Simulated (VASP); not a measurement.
## Hg3Pt under changes of volume

One of the cells (20.881 Å³/atom); the others are scaled copies at fixed shape and fractional positions:

```
Hg Pt
1.0
    -2.11611    2.11611    4.66321
     2.11611   -2.11611    4.66321
     2.11611    2.11611   -4.66321
Hg Pt
3 1
Direct
  0.50000 0.50000 0.00000
  0.25000 0.75000 0.50000
  0.75000 0.25000 0.50000
  0.00000 0.00000 0.00000
```

The cell comes from a database or a generator and needn't be the stable form of this composition.

* Program: VASP 6.6.1
* Functional: PBE
* Potentials or basis: VASP PAW PBE potentials, release 64 (Hg, Pt)
* Cutoff: 520 eV
* k mesh: 9 × 9 × 9
* Occupations: fermi-dirac, width 0.05 eV
* Spin: no spin polarisation

```csv
volume (Å³/atom),energy over the lowest point (meV/atom),pressure (GPa)
19.244,19.55,6.1
19.653,?,?
20.063,0.00,1.5
20.881,0.80,-1.9
21.291,7.07,-3.2
21.700,16.53,-4.3
```

Question: What does the run at 19.653 Å³/atom give?

Answer: Energy over the lowest point 6.84 meV/atom; pressure 3.7 GPa.

Worked out: A Birch-Murnaghan fit of order 3 (a polynomial in V^(-2/3)) to the other rows has its minimum at 20.43 Å³/atom with B0 = V·E''(V) = 86 GPa and B' = 6.7 at fixed shape and positions, which overstates the stiffness. It gives 6.85 meV/atom at 19.653 Å³/atom, against the run's 6.84, and -dE/dV = 3.8 GPa, against 3.7.

Energies are extrapolated to zero smearing.
